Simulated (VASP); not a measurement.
An input for Quantum ESPRESSO's pw.x (written as the equivalent of a VASP run, and not itself run):

```
&CONTROL
  calculation = 'scf'
  pseudo_dir = './pseudo'
  outdir = './out'
  tprnfor = .true.
  tstress = .true.
/
&SYSTEM
  ibrav = 0
  nat = 3
  ntyp = 2
  ecutwfc = 84
  occupations = 'smearing'
  smearing = 'gaussian'
  degauss = 0.003675
  input_dft = 'pbe'
/
&ELECTRONS
  conv_thr = 7.3e-08
  electron_maxstep = 100
/
ATOMIC_SPECIES
  Ir 192.217 Ir.upf
  O 15.999 O.upf
CELL_PARAMETERS angstrom
     2.6530490    0.0000000    0.0000000
    -1.3265250    2.2976080    0.0000000
     0.0000000    0.0000000   16.5282130
ATOMIC_POSITIONS crystal
  Ir   0.6666670  0.3333330  0.5000000
  O    0.3333330  0.6666670  0.4235180
  O    0.3333330  0.6666670  0.5764820
K_POINTS automatic
  14 14 1 0 0 0
```

Question: Translate this input to VASP (INCAR, KPOINTS, POSCAR, choice of POTCAR).

Answer: Several could match; the one computed here: 
File KPOINTS:
```
Automatic mesh
0
Gamma
14 14 1
0 0 0
```

### POSCAR
```
IrO2
33.0564260
  0.0802581925   0.0000000000   0.0000000000
 -0.0401291114   0.0695056386   0.0000000000
  0.0000000000   0.0000000000   0.5000000000
Ir O
1 2
direct
  0.6666670000   0.3333330000   0.5000000000
  0.3333330000   0.6666670000   0.4235180000
  0.3333330000   0.6666670000   0.5764820000
```

### INCAR
```
SYSTEM = IrO2
ALGO = Normal   # blocked Davidson
LREAL = .FALSE.
LCHARG = .FALSE.
EDIFF = 1E-6   # SCF stop (eV)
ENCUT = 400   # plane-wave cut-off (eV)
PREC = Accurate
LASPH = .TRUE.
ISIF = 2
ISMEAR = 0
GGA = PE
LMAXMIX = 6
SIGMA = 0.05
LWAVE = .FALSE.
NELM = 100   # most electronic steps
```

POTCAR, in this order: Ir O (PBE.64 set). Program: vasp_std.

Limits of the translation: the potentials are each code's own (VASP's PAW set, PseudoDojo norm-conserving files in pw.x), so ENCUT and ecutwfc are chosen apart and not converted; conv_thr bounds pw.x's estimated SCF error, while EDIFF bounds the energy change between steps.

The cell is a sheet with vacuum, built from a generated structure.
